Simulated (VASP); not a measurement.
Output of a VASP run:

File OSZICAR:
```
...
DAV:   1    -0.254336038163E+03   -0.11296E-01   -0.10243E+00   352   0.176E+00    0.284E-01
RMM:   2    -0.254339002736E+03   -0.29646E-02   -0.39929E-02   333   0.371E-01    0.116E-01
RMM:   3    -0.254339363222E+03   -0.36049E-03   -0.58969E-03   340   0.150E-01    0.542E-02
RMM:   4    -0.254339402301E+03   -0.39080E-04   -0.12866E-03   355   0.623E-02    0.331E-02
RMM:   5    -0.254339414788E+03   -0.12487E-04   -0.26531E-04   345   0.331E-02    0.149E-02
RMM:   6    -0.254339419995E+03   -0.52065E-05   -0.50687E-05   258   0.147E-02
   3 F= -.25433942E+03 E0= -.25432997E+03  d E =-.106535E+00
       N       E                     dE             d eps       ncg     rms          rms(c)
DAV:   1    -0.254348551234E+03   -0.91364E-02   -0.51104E-01   360   0.133E+00    0.202E-01
RMM:   2    -0.254350170992E+03   -0.16198E-02   -0.21578E-02   332   0.273E-01    0.698E-02
RMM:   3    -0.254350427426E+03   -0.25643E-03   -0.33735E-03   341   0.111E-01    0.421E-02
RMM:   4    -0.254350426913E+03    0.51344E-06   -0.58020E-04   343   0.468E-02    0.199E-02
RMM:   5    -0.254350437097E+03   -0.10184E-04   -0.15509E-04   346   0.239E-02    0.935E-03
RMM:   6    -0.254350438964E+03   -0.18667E-05   -0.28776E-05   226   0.114E-02
   4 F= -.25435044E+03 E0= -.25434176E+03  d E =-.110190E-01
       N       E                     dE             d eps       ncg     rms          rms(c)
DAV:   1    -0.254351613002E+03   -0.11759E-02   -0.16851E-01   376   0.765E-01    0.117E-01
RMM:   2    -0.254352152657E+03   -0.53966E-03   -0.72188E-03   332   0.158E-01    0.401E-02
RMM:   3    -0.254352236960E+03   -0.84303E-04   -0.11360E-03   339   0.648E-02    0.243E-02
RMM:   4    -0.254352238300E+03   -0.13402E-05   -0.20759E-04   346   0.280E-02    0.118E-02
RMM:   5    -0.254352241429E+03   -0.31282E-05   -0.51534E-05   269   0.143E-02
   5 F= -.25435224E+03 E0= -.25434392E+03  d E =-.128214E-01
       N       E                     dE             d eps       ncg     rms          rms(c)
DAV:   1    -0.254354819382E+03   -0.25811E-02   -0.80649E-02   344   0.537E-01    0.801E-02
RMM:   2    -0.254355046104E+03   -0.22672E-03   -0.32143E-03   333   0.107E-01    0.344E-02
RMM:   3    -0.254355099438E+03   -0.53334E-04   -0.61155E-04   356   0.451E-02    0.208E-02
RMM:   4    -0.254355099645E+03   -0.20679E-06   -0.67719E-05   288   0.184E-02
   6 F= -.25435510E+03 E0= -.25434693E+03  d E =-.285822E-02
       N       E                     dE             d eps       ncg     rms          rms(c)
DAV:   1    -0.254355825687E+03   -0.72625E-03   -0.93537E-02   376   0.579E-01    0.869E-02
RMM:   2    -0.254356087322E+03   -0.26164E-03   -0.37406E-03   333   0.117E-01    0.380E-02
RMM:   3    -0.254356152612E+03   -0.65290E-04   -0.73337E-04   357   0.492E-02    0.231E-02
RMM:   4    -0.254356153940E+03   -0.13283E-05   -0.83246E-05   295   0.206E-02
   7 F= -.25435615E+03 E0= -.25434812E+03  d E =-.391251E-02
       N       E                     dE             d eps       ncg     rms          rms(c)
DAV:   1    -0.254357320156E+03   -0.11675E-02   -0.94446E-02   352   0.574E-01    0.796E-02
RMM:   2    -0.254357565586E+03   -0.24543E-03   -0.31443E-03   333   0.106E-01    0.297E-02
RMM:   3    -0.254357614888E+03   -0.49301E-04   -0.55233E-04   353   0.442E-02    0.188E-02
RMM:   4    -0.254357615795E+03   -0.90765E-06   -0.70860E-05   296   0.183E-02
   8 F= -.25435762E+03 E0= -.25434955E+03  d E =-.146186E-02
```

### OUTCAR
```
------------------------ aborting loop because EDIFF is reached ----------------------------------------
  FORCE on cell =-STRESS in cart. coord.  units (eV):
  Direction    XX          YY          ZZ          XY          YZ          ZX
  --------------------------------------------------------------------------------------
  Total        8.9869136      8.9527893      8.9816882      0.0112609      0.0096079     -0.0156822
  in kB        9.4126897      9.3769487      9.4072167      0.0117944      0.0100631     -0.0164252
  external PRESSURE =       9.3989517 kB  Pullay stress =       0.0000000 kB
  volume of cell :     1529.70
      direct lattice vectors                 reciprocal lattice vectors
    11.522210422  0.000000000  0.000000000     0.086788903  0.000000000  0.000000000
     0.000000000 11.522210422  0.000000000     0.000000000  0.086788903  0.000000000
     0.000000000  0.000000000 11.522210422     0.000000000  0.000000000  0.086788903
  FREE ENERGIE OF THE ION-ELECTRON SYSTEM (eV)
  ---------------------------------------------------
  free  energy   TOTEN  =      -254.3576157953 eV

  energy  without entropy=     -254.3414780623  energy(sigma->0) =     -254.34954693

 reached required accuracy - stopping structural energy minimisation
```
(Selected blocks of OUTCAR.)

File POSCAR:
```
Ga31ZnAs32
1
   11.5222104216     0.0000000000     0.0000000000
    0.0000000000    11.5222104216    -0.0000000000
   -0.0000000000    -0.0000000000    11.5222104216
Ga As Zn
31 32 1
Direct
  0.5000000000   0.0000000000   0.0000000000
  0.7500000000   0.2500000000   0.0000000000
  0.7500000000   0.0000000000   0.2500000000
  0.0000000000   0.0000000000   0.0000000000
  0.2500000000   0.2500000000   0.0000000000
  0.5000000000   0.5000000000   0.0000000000
  0.7500000000   0.7500000000   0.0000000000
  0.2500000000   0.0000000000   0.2500000000
  0.5000000000   0.2500000000   0.2500000000
  0.7500000000   0.5000000000   0.2500000000
  0.5000000000   0.0000000000   0.5000000000
  0.7500000000   0.2500000000   0.5000000000
  0.7500000000   0.0000000000   0.7500000000
  0.0000000000   0.5000000000   0.0000000000
  0.2500000000   0.7500000000   0.0000000000
  0.0000000000   0.2500000000   0.2500000000
  0.2500000000   0.5000000000   0.2500000000
  0.5000000000   0.7500000000   0.2500000000
  0.0000000000   0.0000000000   0.5000000000
  0.2500000000   0.2500000000   0.5000000000
  0.7500000000   0.7500000000   0.5000000000
  0.2500000000   0.0000000000   0.7500000000
  0.5000000000   0.2500000000   0.7500000000
  0.7500000000   0.5000000000   0.7500000000
  0.0000000000   0.7500000000   0.2500000000
  0.0000000000   0.5000000000   0.5000000000
  0.2500000000   0.7500000000   0.5000000000
  0.0000000000   0.2500000000   0.7500000000
  0.2500000000   0.5000000000   0.7500000000
  0.5000000000   0.7500000000   0.7500000000
  0.0000000000   0.7500000000   0.7500000000
  0.6250000000   0.1250000000   0.1250000000
  0.8750000000   0.3750000000   0.1250000000
  0.8750000000   0.1250000000   0.3750000000
  0.1250000000   0.1250000000   0.1250000000
  0.3750000000   0.3750000000   0.1250000000
  0.6250000000   0.6250000000   0.1250000000
  0.8750000000   0.8750000000   0.1250000000
  0.3750000000   0.1250000000   0.3750000000
  0.6254130000   0.3791350000   0.3785160000
  0.8750000000   0.6250000000   0.3750000000
  0.6250000000   0.1250000000   0.6250000000
  0.8750000000   0.3750000000   0.6250000000
  0.8750000000   0.1250000000   0.8750000000
  0.1250000000   0.6250000000   0.1250000000
  0.3750000000   0.8750000000   0.1250000000
  0.1250000000   0.3750000000   0.3750000000
  0.3759360000   0.6266890000   0.3753570000
  0.6250000000   0.8750000000   0.3750000000
  0.1250000000   0.1250000000   0.6250000000
  0.3760740000   0.3791450000   0.6264650000
  0.6228940000   0.6213760000   0.6265390000
  0.8750000000   0.8750000000   0.6250000000
  0.3750000000   0.1250000000   0.8750000000
  0.6250000000   0.3750000000   0.8750000000
  0.8750000000   0.6250000000   0.8750000000
  0.1250000000   0.8750000000   0.3750000000
  0.1250000000   0.6250000000   0.6250000000
  0.3750000000   0.8750000000   0.6250000000
  0.1250000000   0.3750000000   0.8750000000
  0.3750000000   0.6250000000   0.8750000000
  0.6250000000   0.8750000000   0.8750000000
  0.1250000000   0.8750000000   0.8750000000
  0.4995300000   0.4975620000   0.5034130000
```

Task: Write an INCAR and KPOINTS that could have produced this output.

Result: Several could match; the one computed here: the input of the run itself, PBE GGA, plane waves, VASP's PBE PAW potentials (set 64).

KPOINTS:
```
Automatic
0
gamma
1 1 1
```

### INCAR
```
SYSTEM = Ga31ZnAs32
PREC = Normal
ENCUT = 400
EDIFF = 1E-5
NELM = 100
ALGO = Fast
LREAL = Auto
LASPH = .TRUE.
ISMEAR = 0
SIGMA = 0.05
GGA = PE
LMAXMIX = 4
LWAVE = .TRUE.
LCHARG = .FALSE.
NELMIN = 4
ISYM = 0
NELECT = 266.0
IBRION = 2
ISIF = 2
NSW = 60
EDIFFG = -0.03
```

POTCAR, in this order: Ga As Zn (PBE.64 set). Program: vasp_gam.

The cell is charged, with a uniform compensating background. The supercell is sampled at Γ alone, which is coarse: total energies, pressure and levels can be off, energies of defects by several tenths of an eV.

The cell is a supercell with a defect, built from GaAs (zinc blende): Zn_Ga, charge -1. The run is not spin-polarised, so no state with unpaired spins was tried.
